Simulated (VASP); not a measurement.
Computed with PBE GGA, VASP's PBE PAW potentials (set 64) (plane waves; VASP).

Input for VASP

**KPOINTS**
```
K-points
0
G
1 1 1
0 0 0
```

**INCAR**
```
SYSTEM  =  Sr2Ga
PREC  =  Accurate; ENCUT  =  300; LREAL  =  .FALSE.
LASPH  =  .TRUE.
EDIFF  =  1E-6; NELM  =  100; ALGO  =  Normal
LMAXMIX  =  4
ISMEAR  =  0; SIGMA  =  0.272
GGA  =  PE
ISIF  =  2
LWAVE  =  .FALSE.; LCHARG  =  .FALSE.
```

**POSCAR**
```
Sr2Ga
1
    0.0000000000     5.3147540000     5.3147540000
    5.3147540000     0.0000000000     5.3147540000
    5.3147540000     5.3147540000     0.0000000000
Sr Ga
4 2
Direct
  0.1250000000   0.1250000000   0.1250000000
  0.6250000000   0.1250000000   0.1250000000
  0.1250000000   0.6250000000   0.1250000000
  0.1250000000   0.1250000000   0.6250000000
  0.7500000000   0.7500000000   0.7500000000
  0.5000000000   0.5000000000   0.5000000000
```

POTCAR, in this order: Sr_sv Ga_d (PBE.64 set). Program: vasp_std.

Output

File OSZICAR:
```
       N       E                     dE             d eps       ncg     rms          rms(c)
DAV:   1     0.508817677962E+03    0.50882E+03   -0.22724E+04    78   0.119E+03
DAV:   2     0.538425617619E+02   -0.45498E+03   -0.44702E+03   101   0.346E+02
DAV:   3    -0.491523331167E+01   -0.58758E+02   -0.57997E+02   116   0.114E+02
DAV:   4    -0.859580816521E+01   -0.36806E+01   -0.35653E+01   116   0.263E+01
DAV:   5    -0.883537745224E+01   -0.23957E+00   -0.23801E+00   132   0.468E+00    0.822E+00
DAV:   6    -0.880509231246E+01    0.30285E-01   -0.36873E-01   108   0.251E+00    0.484E+00
DAV:   7    -0.882143481717E+01   -0.16343E-01   -0.86994E-02   132   0.137E+00    0.153E+00
DAV:   8    -0.882691492063E+01   -0.54801E-02   -0.16415E-02   116   0.639E-01    0.376E-01
DAV:   9    -0.882845130916E+01   -0.15364E-02   -0.16351E-03    92   0.207E-01    0.659E-02
DAV:  10    -0.882872302678E+01   -0.27172E-03   -0.33947E-04   132   0.844E-02    0.387E-02
DAV:  11    -0.882876507469E+01   -0.42048E-04   -0.67342E-05    92   0.359E-02    0.968E-03
DAV:  12    -0.882876504343E+01    0.31257E-07   -0.89490E-06   100   0.111E-02
   1 F= -.88287650E+01 E0= -.85790248E+01  d E =-.499480E+00
```

OUTCAR:
```
------------------------ aborting loop because EDIFF is reached ----------------------------------------
  FORCE on cell =-STRESS in cart. coord.  units (eV):
  Direction    XX          YY          ZZ          XY          YZ          ZX
  --------------------------------------------------------------------------------------
  Total       -8.3377125     -8.3377125     -8.3377125     -0.0000000     -0.0000000      0.0000000
  in kB      -44.4915975    -44.4915975    -44.4915975     -0.0000000     -0.0000000      0.0000000
  external PRESSURE =     -44.4915975 kB  Pullay stress =       0.0000000 kB
  volume of cell :      300.25
      direct lattice vectors                 reciprocal lattice vectors
     0.000000000  5.314754000  5.314754000    -0.094077732  0.094077732  0.094077732
     5.314754000  0.000000000  5.314754000     0.094077732 -0.094077732  0.094077732
     5.314754000  5.314754000  0.000000000     0.094077732  0.094077732 -0.094077732
 POSITION                                       TOTAL-FORCE (eV/Angst)
 -----------------------------------------------------------------------------------
      1.32869      1.32869      1.32869        -0.000000      0.000000      0.000000
      1.32869      3.98607      3.98607        -0.000000      0.000000     -0.000000
      3.98607      1.32869      3.98607        -0.000000      0.000000     -0.000000
      3.98607      3.98607      1.32869        -0.000000      0.000000      0.000000
      7.97213      7.97213      7.97213        -0.000000     -0.000000     -0.000000
      5.31475      5.31475      5.31475         0.000000      0.000000      0.000000
 -----------------------------------------------------------------------------------
    total drift:                               -0.000000     -0.000000      0.000000
  FREE ENERGIE OF THE ION-ELECTRON SYSTEM (eV)
  ---------------------------------------------------
  free  energy   TOTEN  =        -8.8287650434 eV

  energy  without entropy=       -8.3292845483  energy(sigma->0) =       -8.57902480
```
(Selected blocks of OUTCAR.)

At this cut-off the stress carries a Pulay error, which pulls relaxed volumes low.

The structure was generated: Sr2Ga was put into an ordered model structure (Fd-3m), which need not be its known phase. The cell was not relaxed at this level. The k-mesh is coarse (spacing up to 1.02 per Å, 2π included), so the numbers may not be converged in it. The run is one of a series of settings (KPOINTS 1×1×1 Γ-centred mesh against the base run), some of them coarse on purpose.
